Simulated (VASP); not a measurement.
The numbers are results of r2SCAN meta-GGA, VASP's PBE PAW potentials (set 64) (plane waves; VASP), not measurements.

A VASP calculation is set up with these files.

INCAR:
```
# general
SYSTEM   =  Ir
PREC     =  Accurate
ENCUT    =  480   # plane-wave cut-off (eV)
LREAL    =  .FALSE.
LASPH    =  .TRUE.

# electronic loop
EDIFF    =  1E-7   # SCF stop (eV)
NELM     =  100   # most electronic steps
ALGO     =  Normal
LMAXMIX  =  6   # l cut-off of mixed one-centre charges
LMIXTAU  =  .TRUE.

# smearing
ISMEAR   =  1
SIGMA    =  0.1

# functional
METAGGA  =  R2SCAN

# ions
IBRION   =  2   # conjugate gradients
NSW      =  40   # most ionic steps
ISIF     =  3
EDIFFG   =  -0.01   # ionic stop
PSTRESS  =  20   # kbar

# output
LWAVE    =  .FALSE.
LCHARG   =  .FALSE.
```

### KPOINTS
```
K-points
0
gamma
  16 16 16
0 0 0
```

**POSCAR**
```
Ir
1
    0.0000000000     1.9232510158     1.9232510158
    1.9232510158     0.0000000000     1.9232510158
    1.9232510158     1.9232510158     0.0000000000
Ir
1
Direct
  0.0000000000   0.0000000000   0.0000000000
```

POTCAR, in this order: Ir (PBE.64 set). Program: vasp_std.

The run wrote:

**OUTCAR**
```
 ion  position               nearest neighbor table
   1  0.000  0.000  0.000-
  LATTYP: Found a face centered cubic cell.
 ALAT       =     3.8465020316
 Subroutine PRICEL returns:
 Original cell was already a primitive cell.
 Subroutine GETGRP returns: Found 48 space group operations
The static configuration has the point symmetry O_h .
The dynamic configuration has the point symmetry O_h .
 Subroutine INISYM returns: Found 48 space group operations
 Subroutine IBZKPT returns following result:
 Found    145 irreducible k-points:

 Following reciprocal coordinates:
            Coordinates               Weight
  0.000000  0.000000  0.000000      1.000000
  0.062500  0.000000  0.000000      8.000000
  0.125000  0.000000  0.000000      8.000000
  0.187500  0.000000  0.000000      8.000000
  0.250000  0.000000  0.000000      8.000000
  0.312500  0.000000  0.000000      8.000000
  0.375000  0.000000  0.000000      8.000000
  0.437500  0.000000  0.000000      8.000000
  0.500000  0.000000  0.000000      4.000000
  0.062500  0.062500  0.000000      6.000000
  0.125000  0.062500  0.000000     24.000000
  0.187500  0.062500  0.000000     24.000000
  0.250000  0.062500  0.000000     24.000000
  0.312500  0.062500  0.000000     24.000000
  0.375000  0.062500  0.000000     24.000000
  0.437500  0.062500  0.000000     24.000000
  0.500000  0.062500  0.000000     24.000000
 -0.437500  0.062500  0.000000     24.000000
 -0.375000  0.062500  0.000000     24.000000
 -0.312500  0.062500  0.000000     24.000000
 -0.250000  0.062500  0.000000     24.000000
 -0.187500  0.062500  0.000000     24.000000
 -0.125000  0.062500  0.000000     24.000000
 -0.062500  0.062500  0.000000     12.000000
  0.125000  0.125000  0.000000      6.000000
...
```

**OSZICAR**
```
       N       E                     dE             d eps       ncg     rms          rms(c)
DAV:   1    -0.288405690491E+01   -0.28841E+01   -0.44040E+03  2360   0.992E+02
DAV:   2    -0.540664908138E+02   -0.51182E+02   -0.49475E+02  2368   0.209E+02
DAV:   3    -0.546840362281E+02   -0.61755E+00   -0.61688E+00  3272   0.312E+01
DAV:   4    -0.546886043034E+02   -0.45681E-02   -0.45669E-02  3024   0.199E+00
DAV:   5    -0.546886275980E+02   -0.23295E-04   -0.23293E-04  3448   0.905E-02    0.156E+01
DAV:   6    -0.519033719328E+02    0.27853E+01   -0.26327E+00  2592   0.204E+01    0.523E+00
DAV:   7    -0.522239169759E+02   -0.32055E+00   -0.26536E-01  2320   0.534E+00    0.350E+00
DAV:   8    -0.520437267313E+02    0.18019E+00   -0.34469E-01  2320   0.459E+00    0.128E+00
DAV:   9    -0.523512592029E+02   -0.30753E+00   -0.11180E-01  2376   0.251E+00    0.272E-01
DAV:  10    -0.523558703959E+02   -0.46112E-02   -0.41054E-03  2640   0.606E-01    0.110E-01
DAV:  11    -0.523527283030E+02    0.31421E-02   -0.23312E-03  2640   0.549E-01    0.142E-01
DAV:  12    -0.523566555645E+02   -0.39273E-02   -0.20593E-03  2520   0.416E-01    0.137E-02
DAV:  13    -0.523568051397E+02   -0.14958E-03   -0.23413E-04  3080   0.128E-01    0.202E-02
DAV:  14    -0.523568079932E+02   -0.28535E-05   -0.33026E-06  2712   0.185E-02    0.135E-02
DAV:  15    -0.523568110866E+02   -0.30934E-05   -0.14977E-06  2600   0.159E-02    0.595E-03
DAV:  16    -0.523568119469E+02   -0.86032E-06   -0.89360E-07  2392   0.901E-03    0.224E-03
DAV:  17    -0.523568120420E+02   -0.95027E-07   -0.18620E-07  2416   0.458E-03
   1 F= -.52179206E+02 E0= -.52179009E+02  d E =-.521792E+02
```

OUTCAR:
```
------------------------ aborting loop because EDIFF is reached ----------------------------------------
  FORCE on cell =-STRESS in cart. coord.  units (eV):
  Direction    XX          YY          ZZ          XY          YZ          ZX
  --------------------------------------------------------------------------------------
  Total        0.1768358      0.1768358      0.1768358      0.0000000      0.0000000      0.0000000
  in kB       19.9132792     19.9132792     19.9132792      0.0000000      0.0000000      0.0000000
  external PRESSURE =      -0.0867208 kB  Pullay stress =      20.0000000 kB
  volume of cell :       14.23
      direct lattice vectors                 reciprocal lattice vectors
     0.000000000  1.923251016  1.923251016    -0.259976465  0.259976465  0.259976465
     1.923251016  0.000000000  1.923251016     0.259976465 -0.259976465  0.259976465
     1.923251016  1.923251016  0.000000000     0.259976465  0.259976465 -0.259976465
 POSITION                                       TOTAL-FORCE (eV/Angst)
 -----------------------------------------------------------------------------------
      0.00000      0.00000      0.00000         0.000000      0.000000      0.000000
 -----------------------------------------------------------------------------------
    total drift:                               -0.000000     -0.000000     -0.000000
  FREE ENERGIE OF THE ION-ELECTRON SYSTEM (eV)
  ---------------------------------------------------
  free  energy   TOTEN  =       -52.3568120420 eV

  energy  without entropy=      -52.3562195500  energy(sigma->0) =      -52.35661454
  enthalpy is  TOTEN    =       -52.1792061699 eV   P V=        0.1776058720

 reached required accuracy - stopping structural energy minimisation
```
(Selected blocks of OUTCAR.)

The compound is Ir in the fcc structure. It was relaxed first under an external pressure of 2 GPa.
